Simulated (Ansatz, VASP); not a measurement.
One calculation of HfGe, two programs

The input INCAR:

```
SYSTEM = HfGe
PREC = Accurate ; ENCUT = 520
EDIFF = 1E-6 ; ISMEAR = -1
SIGMA = 0.05 ; LREAL = .False.
LASPH = .True. ; NELM = 60
ALGO = Normal ; ISIF = 2
LWAVE = .False. ; LCHARG = .True.
GGA = PE ; LELF = .True.
LVHAR = .True. ; NBANDS = 19
```

Contents of KPOINTS:

```
Automatic mesh
0
Gamma
  8 8 7
  0 0 0
```

Contents of POSCAR:

```
HfGe
1.0
    3.1539400883      0.0000000000      0.0000000000
    0.0000000000      3.1539400883      0.0000000000
    0.0000000000      0.0000000000      4.0245587036
Hf Ge
1 1
Direct
    0.5000000000      0.5000000000      0.0000000000
    0.0000000000      0.0000000000      0.0000000000
```

Contents of input.yaml:

```yaml
crystal:
  lattice:
    - [3.1539400883, 0.0, 0.0]
    - [0.0, 3.1539400883, 0.0]
    - [0.0, 0.0, 4.0245587036]
  atoms:
    - { symbol: Hf, position: [0.5, 0.5, 0.0] }
    - { symbol: Ge, position: [0.0, 0.0, 0.0] }
kpoints:
  mp_grid: { grid: [8, 8, 7] }
scf:
  occupations: { method: fermi_dirac, width: 0.05 }
hamiltonian:
  xc: pbe
  pseudopotentials: { kind: all_electron, lapw: { basis_error: 0.0005 } }
output:
  forces: true
  stress: true
  eigenvalues: true
```

Change from the starting cell: volume scaled by 0.94.

Alike in both runs: task single point; functional PBE; k mesh 8 × 8 × 7; occupations fermi-dirac, width 0.05 eV; no spin polarisation.

|  | VASP | Ansatz |
| --- | --- | --- |
| version | VASP 6.6.1 | Ansatz 0.2.0 |
| potentials or method | VASP PAW PBE potentials, release 64 (Hf_pv, Ge_d) | all-electron LAPW, scalar-relativistic |
| plane-wave cutoff (eV) | 520 | see its input |

Ansatz gave:

| Item | Value |
| --- | --- |
| gap on the k mesh at the Fermi level (eV) | none |
| pressure (GPa) | 77.6 |
| largest component of the traceless stress (GPa) | 79.84 |

Question: What did VASP give for the same quantities?

Answer: gap on the k mesh at the Fermi level (eV): none; pressure (GPa): 77.8; largest component of the traceless stress (GPa): 79.97.

A gap of «none» marks a metal or a gap that the smearing closes. Ansatz ran all-electron here, so the differences hold the error of VASP's frozen core and of both bases.

Caveats: the cell as given lies far from equilibrium (VASP); so large a pressure means that the cell lies far from this level's equilibrium, or that cutoff or potentials fall short (VASP). Spin-orbit coupling is left out, which matters for the levels of Hf.
